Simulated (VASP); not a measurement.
The input files of a VASP run:

KPOINTS:
```
Automatic mesh
0
Gamma
9 9 6
0 0 0
```

### INCAR
```
SYSTEM = PtTe2
PREC = Accurate
ENCUT = 500
EDIFF = 1E-6
NELM = 100
ALGO = Normal
LREAL = .FALSE.
LASPH = .TRUE.
ISMEAR = 1
SIGMA = 0.1
GGA = PE
LMAXMIX = 6
LWAVE = .FALSE.
LCHARG = .FALSE.
IBRION = 2
ISIF = 3
NSW = 40
EDIFFG = -0.02
PSTRESS = 100
```

**POSCAR**
```
PtTe2
1
    1.9972267078    -3.4592973984     0.0000000000
    1.9972267078     3.4592973984     0.0000000000
   -0.0000000000    -0.0000000000     4.9134937155
Te Pt
2 1
Direct
  0.3333330000   0.6666670000   0.2744781323
  0.6666670000   0.3333330000   0.7255218677
  0.0000000000   0.0000000000   0.0000000000
```

POTCAR, in this order: Te Pt (PBE.64 set). Program: vasp_std.

Q: Translate this PBE calculation to Ansatz.

A: One equivalent input (not run):
Ansatz 0.2 input:
```yaml
crystal:
  lattice:
    - [1.9972267, -3.4592974, 0.0000000]
    - [1.9972267, 3.4592974, 0.0000000]
    - [0.0000000, 0.0000000, 4.9134937]
  atoms:
    - { symbol: Te, position: [0.3333330, 0.6666670, 0.2744781] }
    - { symbol: Te, position: [0.6666670, 0.3333330, 0.7255219] }
    - { symbol: Pt, position: [0.0000000, 0.0000000, 0.0000000] }
kpoints:
  mp_grid: { grid: [9, 9, 6] }
hamiltonian:
  xc: pbe
  pseudopotentials: { kind: paw }
scf:
  occupations: { method: methfessel_paxton, width: 0.1 }
  max_iter: 100
relax:
  max_steps: 40
  f_tol: 0.02
  cell: { p_target: 10 }
output: { forces: true, stress: true, eigenvalues: true }
```
The two are equivalent in intent, not identical: each code has its own PAW files, so the cut-off isn't converted (ENCUT is set for VASP's; basis.ecutwfc is left out, and Ansatz then takes the one that its files recommend); Ansatz stops its SCF on the density residual and VASP on the energy change (EDIFF).

The compound is PtTe2 in the 1T layered structure. This run relaxes it under an external pressure of 10 GPa. Symmetry was kept, so distortions that lower it aren't found.
